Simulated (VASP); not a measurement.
These are PBEsol GGA, VASP's PBE PAW potentials (set 64) (plane waves; VASP) values and carry that method's errors.

Input for VASP

### POSCAR
```
Fe(211) slab
1.0
  2.4123447832   0.0000000000   0.0000000000
  0.0000000000   3.9393424643   0.0000000000
  0.0000000000   0.0000000000  23.6560708498
Fe
8
Cartesian
  0.8041141236   2.9545068482   7.8478778484
  1.6082306596   0.9848356161   8.9850488302
  2.4123447832   2.9545068482  10.1222434681
  0.8041141236   0.9848356161  11.2594381060
  1.6082306596   2.9545068482  12.3966327438
  0.0000000000   0.9848356161  13.5338273817
  0.8041141236   2.9545068482  14.6710220196
  1.6082306596   0.9848356161  15.8081930014
```

**INCAR**
```
SYSTEM = Fe(211) slab
PREC = Normal
ENCUT = 400
EDIFF = 1E-5
NELM = 100
ALGO = Normal
LREAL = .FALSE.
LASPH = .TRUE.
ISMEAR = 1
SIGMA = 0.1
GGA = PS
LMAXMIX = 4
ISPIN = 2
MAGMOM = 2.5 2.5 2.5 2.5 2.5 2.5 2.5 2.5
LORBIT = 10
LWAVE = .TRUE.
LCHARG = .FALSE.
NELMIN = 4
LDIPOL = .TRUE.
IDIPOL = 3
DIPOL = 0.5 0.5 0.5
IBRION = 2
ISIF = 2
NSW = 50
EDIFFG = -0.03
```

KPOINTS:
```
Automatic mesh
0
gamma
11 7 1
```

POTCAR, in this order: Fe (PBE.64 set). Program: vasp_std.

Predict the energy per atom (σ→0), cell moment, band gap (on the k-mesh).

The energy per atom (σ→0) is -8461 meV/atom and the cell moment is 18.27 μB. The band gap (on the k-mesh) is none (metal, semimetal or under 0.01 eV).

### OSZICAR
```
...
DAV:   2    -0.676880243701E+02   -0.41331E-02   -0.11295E-02  6064   0.995E-01    0.412E-01
DAV:   3    -0.676950765930E+02   -0.70522E-02   -0.19855E-02  6584   0.273E+00    0.104E+00
DAV:   4    -0.676883387159E+02    0.67379E-02   -0.11583E-02  6816   0.218E+00    0.897E-02
DAV:   5    -0.676884647511E+02   -0.12604E-03   -0.57911E-04  7128   0.371E-01    0.119E-01
DAV:   6    -0.676883812780E+02    0.83473E-04   -0.29689E-04  6680   0.343E-01    0.743E-02
DAV:   7    -0.676883456034E+02    0.35675E-04   -0.16403E-04  6816   0.215E-01    0.583E-02
DAV:   8    -0.676883359535E+02    0.96499E-05   -0.74923E-05  5344   0.189E-01
  12 F= -.67688336E+02 E0= -.67689068E+02  d E =-.461984E-03  mag=    18.2719
```

The cell is a thin slab with vacuum, built from Fe (bcc): (211) face.
